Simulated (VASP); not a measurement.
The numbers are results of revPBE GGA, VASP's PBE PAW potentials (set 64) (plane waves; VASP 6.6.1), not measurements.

VASP ran on this input.

**INCAR**
```
NELM=100   ! most electronic steps
ISIF=2   ! forces and stress, cell fixed
LMAXMIX=4
PREC=Accurate
LASPH=.True.   ! aspherical one-centre terms
LREAL=.False.   ! projection in real space or not
LWAVE=.False.
LCHARG=.False.
ENCUT=520   ! plane-wave cut-off (eV)
ISMEAR=1
GGA=RE   ! revPBE
SYSTEM=NiAl
EDIFF=1E-7
ALGO=Normal
SIGMA=0.1   ! width (eV)
```

**KPOINTS**
```
Automatic mesh
0
Gamma
12 12 12
0 0 0
```

File POSCAR:
```
NiAl
1
    2.9400148254     0.0000000000     0.0000000000
    0.0000000000     2.9400148254     0.0000000000
    0.0000000000     0.0000000000     2.9400148254
Al Ni
1 1
Direct
  0.5000000000   0.5000000000   0.5000000000
  0.0000000000   0.0000000000   0.0000000000
```

POTCAR, in this order: Al Ni (PBE.64 set). Program: vasp_std.

The resulting files:

**OUTCAR**
```
 ion  position               nearest neighbor table
   1  0.500  0.500  0.500-   2 2.55   2 2.55   2 2.55   2 2.55   2 2.55   2 2.55   2 2.55   2 2.55
  LATTYP: Found a simple cubic cell.
 ALAT       =     2.9400148254
 Subroutine PRICEL returns:
 Original cell was already a primitive cell.
 Subroutine GETGRP returns: Found 48 space group operations
The static configuration has the point symmetry O_h .
The dynamic configuration has the point symmetry O_h .
 Subroutine INISYM returns: Found 48 space group operations
 Subroutine IBZKPT returns following result:
 Found     84 irreducible k-points:

 Following reciprocal coordinates:
            Coordinates               Weight
  0.000000  0.000000  0.000000      1.000000
  0.083333  0.000000  0.000000      6.000000
  0.166667  0.000000  0.000000      6.000000
  0.250000  0.000000  0.000000      6.000000
  0.333333  0.000000  0.000000      6.000000
  0.416667  0.000000  0.000000      6.000000
  0.500000  0.000000  0.000000      3.000000
  0.083333  0.083333  0.000000     12.000000
  0.166667  0.083333  0.000000     24.000000
  0.250000  0.083333  0.000000     24.000000
...
```

### OSZICAR
```
       N       E                     dE             d eps       ncg     rms          rms(c)
DAV:   1     0.400328810081E+02    0.40033E+02   -0.57097E+03  1688   0.135E+03
DAV:   2    -0.100055704754E+02   -0.50038E+02   -0.47685E+02  1680   0.206E+02
DAV:   3    -0.111773677454E+02   -0.11718E+01   -0.11594E+01  1986   0.409E+01
DAV:   4    -0.111986632506E+02   -0.21296E-01   -0.21276E-01  1996   0.501E+00
DAV:   5    -0.111993232077E+02   -0.65996E-03   -0.65994E-03  1940   0.897E-01    0.113E+01
DAV:   6    -0.132163441306E+02   -0.20170E+01   -0.56780E+01  1880   0.126E+02    0.159E+01
DAV:   7    -0.992112707146E+01    0.32952E+01   -0.16306E+01  1842   0.764E+01    0.117E+00
DAV:   8    -0.991461182413E+01    0.65152E-02   -0.44829E-01  2116   0.838E+00    0.104E+00
DAV:   9    -0.990168631848E+01    0.12926E-01   -0.60859E-02  1966   0.399E+00    0.190E-01
DAV:  10    -0.990133835153E+01    0.34797E-03   -0.23353E-03  2024   0.776E-01    0.616E-02
DAV:  11    -0.990133182674E+01    0.65248E-05   -0.78179E-05  2350   0.104E-01    0.245E-02
DAV:  12    -0.990133037092E+01    0.14558E-05   -0.19788E-06  2074   0.232E-02    0.480E-03
DAV:  13    -0.990132972349E+01    0.64744E-06   -0.29670E-07  1090   0.787E-03    0.169E-03
DAV:  14    -0.990132972122E+01    0.22653E-08   -0.10312E-07   954   0.286E-03
   1 F= -.99013297E+01 E0= -.99013078E+01  d E =-.657688E-04
```

**OUTCAR**
```
------------------------ aborting loop because EDIFF is reached ----------------------------------------
  FORCE on cell =-STRESS in cart. coord.  units (eV):
  Direction    XX          YY          ZZ          XY          YZ          ZX
  --------------------------------------------------------------------------------------
  Total       -0.6883303     -0.6883303     -0.6883303     -0.0000000     -0.0000000      0.0000000
  in kB      -43.3969224    -43.3969224    -43.3969224     -0.0000000     -0.0000000      0.0000000
  external PRESSURE =     -43.3969224 kB  Pullay stress =       0.0000000 kB
  volume of cell :       25.41
      direct lattice vectors                 reciprocal lattice vectors
     2.940014825  0.000000000  0.000000000     0.340134339  0.000000000  0.000000000
     0.000000000  2.940014825  0.000000000     0.000000000  0.340134339  0.000000000
     0.000000000  0.000000000  2.940014825     0.000000000  0.000000000  0.340134339
 POSITION                                       TOTAL-FORCE (eV/Angst)
 -----------------------------------------------------------------------------------
      1.47001      1.47001      1.47001         0.000000      0.000000      0.000000
      0.00000      0.00000      0.00000         0.000000      0.000000      0.000000
 -----------------------------------------------------------------------------------
    total drift:                               -0.000000      0.000000      0.000000
  FREE ENERGIE OF THE ION-ELECTRON SYSTEM (eV)
  ---------------------------------------------------
  free  energy   TOTEN  =        -9.9013297212 eV

  energy  without entropy=       -9.9012639524  energy(sigma->0) =       -9.90130780
```
(Selected blocks of OUTCAR.)

The compound is NiAl in the CsCl type structure. This cell is one point of a volume scan, at 1.03 of the reference volume. The run is not spin-polarised, so no magnetic state was tried. The electron count is odd and the run is not spin-polarised, which forces a metal.
